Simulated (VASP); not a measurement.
A convergence study with VASP on TiO2 (rutile): one setting is varied, all else stays as given below, so the limit is that of these other settings.

```
TiO2
1.0
    4.59000     0.00000     0.00000
    0.00000     4.59000     0.00000
    0.00000     0.00000     2.96000
Ti O
2 4
Direct
  0.00000   0.00000   0.00000
  0.50000   0.50000   0.50000
  0.30500   0.30500   0.00000
  0.80500   0.19500   0.50000
  0.19500   0.80500   0.50000
  0.69500   0.69500   0.00000
```

All values below come from LDA (Ceperley-Alder, Perdew-Zunger), VASP's LDA PAW potentials (set 64) (plane waves; VASP). The tightest run used: 700 eV cut-off, 12×12×16 Γ-centred mesh, Gaussian smearing of 0.050 eV, potentials Ti_sv O.

The settings run are 1×1×1 mesh; 2×2×2 mesh; 2×2×3 mesh; 3×3×4 mesh; 4×4×5 mesh; 5×5×7 mesh; 6×6×8 mesh; 7×7×9 mesh; 8×8×10 mesh; 8×8×11 mesh; 9×9×12 mesh; 10×10×13 mesh; 10×10×14 mesh; 11×11×15 mesh; 12×12×16 mesh. From which on does the energy per atom stay within 0.005 eV/atom of the tightest run?

From 3×3×4 mesh on: it is off by 0.0024 there and by no more than 0.005 in any finer run, while 2×2×3 mesh is off by 0.0154.
```tsv
setting	E (eV/atom)	pressure (GPa)	largest force (eV/Å)	irreducible k-points	difference judged (eV/atom)
1×1×1 mesh	-8.7870	6.76	5.405	1	1.0071
2×2×2 mesh	-9.7060	-5.55	0.220	6	0.0881
2×2×3 mesh	-9.7786	-6.88	0.021	6	0.0154
3×3×4 mesh	-9.7917	-7.05	0.008	9	0.0024
4×4×5 mesh	-9.7937	-7.11	0.002	18	0.0004
5×5×7 mesh	-9.7940	-7.11	0.004	24	0.0000
6×6×8 mesh	-9.7941	-7.11	0.005	50	0.0000
7×7×9 mesh	-9.7941	-7.12	0.005	50	0.0000
8×8×10 mesh	-9.7941	-7.11	0.005	90	0.0000
8×8×11 mesh	-9.7941	-7.11	0.005	90	0.0000
9×9×12 mesh	-9.7941	-7.11	0.005	105	0.0000
10×10×13 mesh	-9.7941	-7.11	0.005	147	0.0000
10×10×14 mesh	-9.7941	-7.11	0.005	168	0.0000
11×11×15 mesh	-9.7941	-7.11	0.005	168	0.0000
12×12×16 mesh	-9.7941	-7.12	0.005	252	0.0000
```

Left out are rungs that failed or repeat a setting and relaxations that didn't move; long series are thinned to 24 rows.

The compound is TiO2 in the rutile structure. The cell was not relaxed at this level, forces remain on its atoms.
